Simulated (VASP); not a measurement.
Consider the following.

```xyz
6
Lattice="3.3916 0.0000 0.0000 0.0000 4.7965 0.0000 0.0000 0.0000 16.6808" Properties=species:S:1:pos:R:3 pbc="T T T"
Ta     0.0000     3.5973     6.0000
Ta     1.6958     1.1991     6.0000
Ta     0.0000     1.1991     8.3404
Ta     1.6958     3.5973     8.3404
Ta     0.0000     3.5973    10.6808
Ta     1.6958     1.1991    10.6808
```

These are PBEsol GGA, VASP's PBE PAW potentials (set 64) (plane waves; VASP 6.6.1) values and carry that method's errors. Numerical set-up: 300 eV cut-off, 8×6×1 Γ-centred mesh, Gaussian smearing of 0.10 eV, potentials Ta_pv.

At this cut-off the stress carries a Pulay error, which pulls relaxed volumes low. The cell holds a wide vacuum, so values per volume refer to the whole cell.

Problem. Which forces act on the atoms, in eV/Å?

Solution. 
```json
[
 {"atom": "Ta1", "Fx": "0.000", "Fy": "0.000", "Fz": "1.119"},
 {"atom": "Ta2", "Fx": "0.000", "Fy": "0.000", "Fz": "1.119"},
 {"atom": "Ta3", "Fx": "0.000", "Fy": "0.000", "Fz": "0.000"},
 {"atom": "Ta4", "Fx": "0.000", "Fy": "0.000", "Fz": "0.000"},
 {"atom": "Ta5", "Fx": "0.000", "Fy": "0.000", "Fz": "-1.119"},
 {"atom": "Ta6", "Fx": "0.000", "Fy": "0.000", "Fz": "-1.119"}
]
```

Problem. Give the stress tensor in GPa (positive for a compressed cell).

Solution. 
```
-11.08    0.00    0.00
  0.00  -11.49    0.00
  0.00    0.00   -6.44
```
The pressure is its mean diagonal, -9.67 GPa.

The cell is a sheet with vacuum, built from a database entry that may be metastable or hypothetical.
